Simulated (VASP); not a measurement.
Crystal: Ru.

```xyz
2
Lattice="2.7058 0.0000 0.0000 -1.3529 2.3433 0.0000 0.0000 0.0000 4.2819" Properties=species:S:1:pos:R:3 pbc="T T T"
Ru    0.0000    1.5622    1.0705
Ru    1.3529    0.7811    3.2114
```

* Program: VASP 6.6.1
* Task: relaxation of cell and atoms
* Functional: AM05
* Potentials or basis: VASP PAW PBE potentials, release 64 (Ru_pv)
* Cutoff: 600 eV
* k mesh: 15 × 15 × 9
* Occupations: methfessel-paxton, width 0.1 eV
* Spin: no spin polarisation

At the start: pressure -8.6 GPa; volume 13.57 Å³/atom.

Q: Where does the relaxation end?

A: Over 7 steps the energy falls by 9.5 meV/atom and the volume is 13.23 Å³/atom (-2.5 %); space group P6_3/mmc (No. 194, to 0.05 Å).

The path:
| step | energy change (eV) | largest force (eV/Å) | pressure (GPa) | volume (Å³) |
| --- | --- | --- | --- | --- |
| 1 | 0.0000 | 0.0000 | -8.59 | 27.15 |
| 2 | 0.1905 | 0.0000 | 35.15 | 24.39 |
| 3 | -0.0190 | 0.0000 | -0.29 | 26.48 |
| 4 | -0.0190 | 0.0000 | -0.03 | 26.46 |
| 5 | -0.0190 | 0.0000 | 0.15 | 26.45 |
| 6 | -0.0190 | 0.0000 | -0.48 | 26.49 |
| 7 | -0.0190 | 0.0000 | -0.07 | 26.46 |

Final structure:
```
CELL_PARAMETERS angstrom
2.68236 0.00000 0.00000
-1.34118 2.32299 0.00000
0.00000 0.00000 4.24725
ATOMIC_POSITIONS crystal
Ru 0.33333 0.66667 0.25000
Ru 0.66667 0.33333 0.75000
```

Caveat: the PAW data sets were made with another functional, which shifts forces and pressure a little.
